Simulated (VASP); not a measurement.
Method: PBE GGA with D3 dispersion (Becke-Johnson damping), VASP's PBE PAW potentials (set 64) (plane waves; VASP).

The input files of a VASP run:

**KPOINTS**
```
K-points
0
G
 6 6 6
```

INCAR:
```
SYSTEM = BaHfO3
PREC = Accurate
ENCUT = 520
EDIFF = 1E-7
NELM = 100
ALGO = Normal
LREAL = .FALSE.
LASPH = .TRUE.
ISMEAR = -5
GGA = PE
IVDW = 12
LMAXMIX = 6
LWAVE = .FALSE.
LCHARG = .TRUE.
LORBIT = 11
NEDOS = 601
ISIF = 2
LEFG = .TRUE.
```

### POSCAR
```
BaHfO3
1
    4.1793714958     0.0000000000     0.0000000000
    0.0000000000     4.1793714958     0.0000000000
    0.0000000000     0.0000000000     4.1793714958
Ba Hf O
1 1 3
Direct
  0.0000000000   0.0000000000   0.0000000000
  0.5000000000   0.5000000000   0.5000000000
  0.5000000000   0.0000000000   0.5000000000
  0.0000000000   0.5000000000   0.5000000000
  0.5000000000   0.5000000000   0.0000000000
```

POTCAR, in this order: Ba_sv Hf_pv O (PBE.64 set). Program: vasp_std.

The run wrote:

File OUTCAR:
```
 ion  position               nearest neighbor table
   1  0.000  0.000  0.000-   3 2.96   4 2.96   5 2.96   3 2.96   4 2.96   4 2.96   5 2.96   4 2.96
                             3 2.96   5 2.96   3 2.96   5 2.96   2 3.62   2 3.62   2 3.62   2 3.62
   2  0.500  0.500  0.500-   3 2.09   4 2.09   5 2.09   5 2.09   3 2.09   4 2.09   1 3.62   1 3.62
                             1 3.62   1 3.62   1 3.62   1 3.62   1 3.62   1 3.62
   3  0.500  0.000  0.500-   2 2.09   2 2.09   1 2.96   1 2.96   1 2.96   1 2.96
   4  0.000  0.500  0.500-   2 2.09   2 2.09   1 2.96   1 2.96   1 2.96   1 2.96
   5  0.500  0.500  0.000-   2 2.09   2 2.09   1 2.96   1 2.96   1 2.96   1 2.96
  LATTYP: Found a simple cubic cell.
 ALAT       =     4.1793714958
 Subroutine PRICEL returns:
 Original cell was already a primitive cell.
 Subroutine GETGRP returns: Found 48 space group operations
The static configuration has the point symmetry O_h .
The dynamic configuration has the point symmetry O_h .
 Subroutine INISYM returns: Found 48 space group operations
 Subroutine IBZKPT returns following result:
 Found     20 irreducible k-points:

 Following reciprocal coordinates:
            Coordinates               Weight
  0.000000  0.000000  0.000000      1.000000
  0.166667  0.000000  0.000000      6.000000
  0.333333  0.000000  0.000000      6.000000
  0.500000  0.000000  0.000000      3.000000
  0.166667  0.166667  0.000000     12.000000
  0.333333  0.166667  0.000000     24.000000
  0.500000  0.166667  0.000000     12.000000
  0.333333  0.333333  0.000000     12.000000
  0.500000  0.333333  0.000000     12.000000
  0.500000  0.500000  0.000000      3.000000
  0.166667  0.166667  0.166667      8.000000
  0.333333  0.166667  0.166667     24.000000
  0.500000  0.166667  0.166667     12.000000
  0.333333  0.333333  0.166667     24.000000
  0.500000  0.333333  0.166667     24.000000
  0.500000  0.500000  0.166667      6.000000
  0.333333  0.333333  0.333333      8.000000
  0.500000  0.333333  0.333333     12.000000
  0.500000  0.500000  0.333333      6.000000
  0.500000  0.500000  0.500000      1.000000
   k-points           NKPTS =     20   k-points in BZ     NKDIM =     20   number of bands    NBANDS=     23
   number of dos      NEDOS =    601   number of ions     NIONS =      5
   total plane-waves  NPLWV =  32768
   dimension x,y,z NGX =    32 NGY =   32 NGZ =   32
   dimension x,y,z NGXF=    64 NGYF=   64 NGZF=   64
   ions per type =               1   1   3
   PREC   = accura    normal or accurate (medium, high low for compatibility)
   ISTART =      0    job   : 0-new  1-cont  2-samecut
   ICHARG =      2    charge: 1-file 2-atom 10-const
   ISPIN  =      1    spin polarized calculation?
   LNONCOLLINEAR =      F non collinear calculations
   LSORBIT =      F    spin-orbit coupling
   INIWAV =      1    electr: 0-lowe 1-rand  2-diag
   ENCUT  =  520.0 eV  38.22 Ry    6.18 a.u.   7.77  7.77  7.77*2*pi/ulx,y,z
   NELM   =    100;   NELMIN=  2; NELMDL= -5     # of ELM steps
   EDIFF  = 0.1E-06   stopping-criterion for ELM
   LREAL  =      F    real-space projection
   NLSPLINE    = F    spline interpolate recip. space projectors
   LMAXMIX     =    6 max onsite mixed and CHGCAR
   VOSKOWN=      0    Vosko Wilk Nusair interpolation
   EDIFFG = 0.1E-05   stopping-criterion for IOM
   NSW    =      0    number of steps for IOM
   NBLOCK =      1;   KBLOCK =      1    inner block; outer block
   IBRION =     -1    ionic relax: 0-MD 1-quasi-New 2-CG
   NFREE  =      0    steps in history (QN), initial steepest desc. (CG)
   ISIF   =      2    stress and relaxation
   ISYM   =      2    0-nonsym 1-usesym 2-fastsym
   TEIN   =    0.0    initial temperature
   TEBEG  =    0.0;   TEEND  =   0.0 temperature during run
   SMASS  =  -3.00    Nose mass-parameter (am)
   PSTRESS=    0.0 pullay stress
   NELECT =      38.0000    total number of electrons
   EFERMI =   0.00;   METHOD = LEGACY
   ISMEAR =    -5;   SIGMA  =   0.20  broadening in eV -4-tet -1-fermi 0-gaus
...
```

File OSZICAR:
```
       N       E                     dE             d eps       ncg     rms          rms(c)
DAV:   1     0.242769732496E+03    0.24277E+03   -0.21513E+04   920   0.160E+03
DAV:   2    -0.377992833068E+02   -0.28057E+03   -0.27698E+03  1180   0.355E+02
DAV:   3    -0.503563690607E+02   -0.12557E+02   -0.12536E+02  1208   0.750E+01
DAV:   4    -0.505679343521E+02   -0.21157E+00   -0.21147E+00  1330   0.860E+00
DAV:   5    -0.505707340234E+02   -0.27997E-02   -0.27995E-02  1204   0.809E-01    0.591E+01
DAV:   6    -0.436669852016E+02    0.69037E+01   -0.42265E+01  1074   0.381E+01    0.523E+01
DAV:   7    -0.435757253814E+02    0.91260E-01   -0.24708E+00  1204   0.102E+01    0.333E+01
DAV:   8    -0.435674397624E+02    0.82856E-02   -0.36863E-01  1160   0.497E+00    0.548E+00
DAV:   9    -0.435485086183E+02    0.18931E-01   -0.13007E-01  1116   0.218E+00    0.156E+00
DAV:  10    -0.435481797055E+02    0.32891E-03   -0.12005E-02  1187   0.727E-01    0.513E-01
DAV:  11    -0.435480424713E+02    0.13723E-03   -0.86640E-04  1160   0.201E-01    0.159E-01
DAV:  12    -0.435480779261E+02   -0.35455E-04   -0.95938E-05  1274   0.672E-02    0.194E-01
DAV:  13    -0.435480822420E+02   -0.43158E-05   -0.14582E-05  1160   0.265E-02    0.161E-02
DAV:  14    -0.435480823228E+02   -0.80852E-07   -0.95430E-07  1207   0.659E-03
   1 F= -.44709540E+02 E0= -.44709540E+02  d E =0.000000E+00
```

### OUTCAR
```
------------------------ aborting loop because EDIFF is reached ----------------------------------------
 Edisp (eV)   -1.16146
  FORCE on cell =-STRESS in cart. coord.  units (eV):
  Direction    XX          YY          ZZ          XY          YZ          ZX
  --------------------------------------------------------------------------------------
  Total      -0.02766    -0.02766    -0.02766     0.00000    -0.00000    -0.00000
  in kB      -0.60709    -0.60709    -0.60709     0.00000    -0.00000    -0.00000
  external pressure =       -0.61 kB  Pullay stress =        0.00 kB
  volume of cell :       73.00
      direct lattice vectors                 reciprocal lattice vectors
     4.179371496  0.000000000  0.000000000     0.239270426  0.000000000  0.000000000
     0.000000000  4.179371496  0.000000000     0.000000000  0.239270426  0.000000000
     0.000000000  0.000000000  4.179371496     0.000000000  0.000000000  0.239270426
 POSITION                                       TOTAL-FORCE (eV/Angst)
 -----------------------------------------------------------------------------------
      0.00000      0.00000      0.00000         0.000000      0.000000      0.000000
      2.08969      2.08969      2.08969         0.000000      0.000000      0.000000
      2.08969      0.00000      2.08969         0.000000      0.000000      0.000000
      0.00000      2.08969      2.08969         0.000000      0.000000      0.000000
      2.08969      2.08969      0.00000         0.000000      0.000000      0.000000
 -----------------------------------------------------------------------------------
    total drift:                                0.000000     -0.000000     -0.000000
  FREE ENERGIE OF THE ION-ELECTRON SYSTEM (eV)
  ---------------------------------------------------
  free  energy   TOTEN  =       -44.7095396796 eV

  energy  without entropy=      -44.7095396796  energy(sigma->0) =      -44.70953968

 total charge

# of ion       s       p       d       tot
------------------------------------------
    1        2.002   5.636   0.275   7.913
    2        0.335   6.708   1.502   8.545
    3        1.558   3.496   0.000   5.054
    4        1.558   3.496   0.000   5.054
    5        1.558   3.496   0.000   5.054
--------------------------------------------------
tot          7.011  22.832   1.776  31.619

 Electric field gradients after diagonalization (V/A^2)
 (convention: |V_zz| > |V_xx| > |V_yy|)
----------------------------------------------------------------------
 ion       V_xx      V_yy      V_zz     asymmetry (V_yy - V_xx)/ V_zz
----------------------------------------------------------------------
   1      -0.000    -0.000     0.000       0.115
   2       0.000     0.000     0.000      -0.159
   3       2.612     2.612    -5.224       0.000
   4       2.612     2.612    -5.224       0.000
   5       2.612     2.612    -5.224       0.000
```
(Selected blocks of OUTCAR.)

The compound is BaHfO3 in the cubic perovskite structure. It was relaxed first.
